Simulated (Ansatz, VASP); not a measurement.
## Two plane-wave programs on Sn3C5

Contents of INCAR:

```
SYSTEM = Sn3C5
PREC = Accurate
ENCUT = 520
EDIFF = 1E-6
ISMEAR = 0
SIGMA = 0.1
LREAL = .FALSE.
LASPH = .TRUE.
NELM = 80
ALGO = Normal
ISIF = 2
LWAVE = .FALSE.
LCHARG = .FALSE.
GGA = PE
NBANDS = 41
```

Contents of KPOINTS:

```
regular mesh
0
G
  4 4 4
  0 0 0
```

File POSCAR:

```
Sn3C5
1.0
   -3.2968335000      3.2968335000      3.2968335000
    3.2968335000     -3.2968335000      3.2968335000
    3.2968335000      3.2968335000     -3.2968335000
Sn C
3 5
Direct
    0.0000000000      0.5000000000      0.5000000000
    0.5000000000      0.5000000000      0.0000000000
    0.5000000000      0.0000000000      0.5000000000
    0.0000000000      0.0000000000      0.0000000000
    0.0000000000      0.0000000000      0.5000000000
    0.0000000000      0.5000000000      0.0000000000
    0.5000000000      0.0000000000      0.0000000000
    0.5000000000      0.5000000000      0.5000000000
```

Input for Ansatz:

```yaml
crystal:
  lattice:
    - [-3.2968335, 3.2968335, 3.2968335]
    - [3.2968335, -3.2968335, 3.2968335]
    - [3.2968335, 3.2968335, -3.2968335]
  atoms:
    - { symbol: Sn, position: [0.0, 0.5, 0.5] }
    - { symbol: Sn, position: [0.5, 0.5, 0.0] }
    - { symbol: Sn, position: [0.5, 0.0, 0.5] }
    - { symbol: C, position: [0.0, 0.0, 0.0] }
    - { symbol: C, position: [0.0, 0.0, 0.5] }
    - { symbol: C, position: [0.0, 0.5, 0.0] }
    - { symbol: C, position: [0.5, 0.0, 0.0] }
    - { symbol: C, position: [0.5, 0.5, 0.5] }
basis:
  ecutwfc: 420
kpoints:
  mp_grid: { grid: [4, 4, 4] }
hamiltonian:
  xc: pbe
scf:
  occupations: { method: gaussian, width: 0.1 }
  lower_state_search: "off"
output:
  forces: true
  stress: true
  eigenvalues: true
```

Change from the starting cell: species swapped into the Fe5Co3 type (Im-3m, No. 229).

Alike in both runs: task single point; functional PBE; k mesh 4 × 4 × 4; occupations gaussian, width 0.1 eV; no spin polarisation.

|  | VASP | Ansatz |
| --- | --- | --- |
| version | VASP 6.6.1 | Ansatz 0.2.0 |
| potentials or method | VASP PAW PBE potentials, release 64 (Sn_d, C) | scalar-relativistic, plane waves, PAW |
| plane-wave cutoff (eV) | 520 | 420 |
| valence electrons in the cell | 62 | 62 |

```tsv
	VASP	Ansatz	Ansatz less VASP
gap on the k mesh at the Fermi level (eV)	none	none	-
pressure (GPa)	-16.1	-16.1	+0.01
```

A gap of «none» marks a metal or a gap that the smearing closes.

Caveats: so large a pressure means that the cell lies far from this level's equilibrium, or that cutoff or potentials fall short (VASP).
